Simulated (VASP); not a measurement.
Consider the following.

```xyz
2
Lattice="2.8512 0.0000 0.0000 0.0000 2.8512 0.0000 0.0000 0.0000 4.1008" Properties=species:S:1:pos:R:3 pbc="T T T"
Ti     0.0000     0.0000     0.0000
Al     1.4256     1.4256     2.0504
```

Level of theory: vdW-DF2, VASP's PBE PAW potentials (set 64) (plane waves; VASP). Run with 520 eV cut-off, Gaussian smearing of 0.050 eV, potentials Ti_sv Al.

Task: Predict the band gap (along the path) with the smallest direct gap where there is one.

Result: 
* **band gap (along the path)**: none (metal, semimetal or under 0.01 eV)

The compound is TiAl in the L1_0 structure. It was relaxed first. The electron count is odd and the run is not spin-polarised, which forces a metal.
